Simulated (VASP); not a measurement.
A run of VASP 6.6.1:

INCAR

```
SYSTEM = HfMg6Cu
PREC = Accurate
ENCUT = 520
EDIFF = 1E-7
ISMEAR = -1
SIGMA = 0.05
LREAL = .False.
LASPH = .True.
NELM = 60
ALGO = Normal
ISIF = 2
LWAVE = .False.
LCHARG = .False.
GGA = PE
NBANDS = 26
```

KPOINTS

```
Automatic mesh
0
Gamma
  6 5 5
  0 0 0
```

File POSCAR:

```
HfMg6Cu
1.0
    4.8929670000      0.0000000000      0.0000000000
    0.0000000000      3.0405035000      5.5893910000
    0.0000000000     -3.0405035000      5.5893910000
Hf Cu Mg
1 1 6
Direct
    0.5117810000      0.6819700000      0.6858880000
   -0.0008220000      0.8167370000      0.8137870000
    0.5047450000      0.1675530000      0.1653300000
    0.4978670000      0.1655380000      0.6760230000
    0.4969670000      0.6816690000      0.1705100000
   -0.0003810000      0.3264130000      0.3227720000
   -0.0067080000      0.3347240000      0.8206100000
    0.0049490000      0.8272330000      0.3281010000
```

Potentials or basis: VASP PAW PBE potentials, release 64 (Hf_pv, Cu, Mg).

Command:

```bash
$ cat potpaw_PBE.64/Hf_pv/POTCAR potpaw_PBE.64/Cu/POTCAR potpaw_PBE.64/Mg/POTCAR > POTCAR
$ mpirun -np 1 vasp_std > vasp.out
```

Hardware: 1 thread of Intel(R) Xeon(R) Platinum 8488C (Sapphire Rapids), on a shared host.

Problem. Estimate the wall time of this run.

Solution. Run time: 5.2 min on 1 thread of Intel(R) Xeon(R) Platinum 8488C (Sapphire Rapids) (shared host), peak memory 0.51 GiB. Counts: scf iterations 18, k points 76.
